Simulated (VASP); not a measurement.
Crystal: MoH6.

```xyz
7
Lattice="2.7689 0.0000 0.0000 -1.3844 2.3979 0.0000 0.0000 0.0000 9.6510" Properties=species:S:1:pos:R:3 pbc="T T T"
H     1.3844    0.7993    8.5670
H     0.0000    1.5986    1.0840
H     0.0000    1.5986    3.4110
H     0.0000    1.5986    4.1570
H     1.3844    0.7993    6.2400
H     1.3844    0.7993    5.4940
Mo    0.0000    0.0000    0.0000
```

The cell was built by a generator and needn't be a form met in nature.

* Program: VASP 6.6.1
* Task: relaxation of cell and atoms
* Functional: PBE
* Potentials or basis: VASP PAW PBE potentials, release 64 (H, Mo_sv)
* Cutoff: 520 eV
* k mesh: 12 × 12 × 4
* Occupations: gaussian, width 0.1 eV
* Spin: no spin polarisation

At the start: pressure 1.9 GPa; volume 9.15 Å³/atom.

Where does the relaxation end?

Over 51 steps the energy falls by 7.5 meV/atom and the volume is 10.27 Å³/atom (+12.1 %); space group P-3m1 (No. 164, to 0.05 Å).

Step by step:
```
step  energy change (eV)  largest force (eV/Å)  pressure (GPa)  volume (Å³)
   1              0.0000                0.1048            1.90        64.08
   3             -0.0080                0.3554            0.18        65.22
   5             -0.0132                0.0918           -0.24        66.01
   7             -0.0204                0.0985           -0.13        66.40
   9             -0.0355                0.1318            0.53        68.08
  11             -0.0376                0.2055            0.09        68.57
  13             -0.0452                0.1453           -0.23        69.85
  15             -0.0486                0.0671           -0.59        71.44
  17             -0.0494                0.1007           -0.17        71.23
  19             -0.0500                0.0199            0.07        71.01
  21             -0.0500                0.0265            0.05        71.04
  23             -0.0500                0.0232            0.05        71.04
  25             -0.0501                0.0896           -0.19        71.21
  27             -0.0502                0.0667           -0.11        71.15
  29             -0.0503                0.0520           -0.11        71.19
  31             -0.0504                0.0359           -0.18        71.32
  33             -0.0504                0.0297           -0.15        71.28
  35             -0.0508                0.0300            0.00        71.19
  37             -0.0510                0.0138            0.20        71.09
  39             -0.0511                0.0564            0.15        71.14
  41             -0.0517                0.0277            0.07        71.34
  43             -0.0522                0.0910           -0.21        72.11
  45             -0.0525                0.0175           -0.18        71.92
  47             -0.0525                0.0377           -0.21        71.97
  49             -0.0525                0.0168           -0.20        71.94
  51             -0.0527                0.0099            0.01        71.86
```

Final structure:
```xyz
7
Lattice="2.7799 0.0000 0.0000 -1.3899 2.4074 0.0000 0.0000 0.0000 10.7370" Properties=species:S:1:pos:R:3 pbc="T T T"
H     1.3899    0.8025    9.6379
H     0.0000    1.6050    1.0991
H     0.0000    1.6050    3.6755
H     0.0000    1.6050    4.4226
H     1.3899    0.8025    7.0615
H     1.3899    0.8025    6.3144
Mo    1.3899    2.4074    0.0000
```
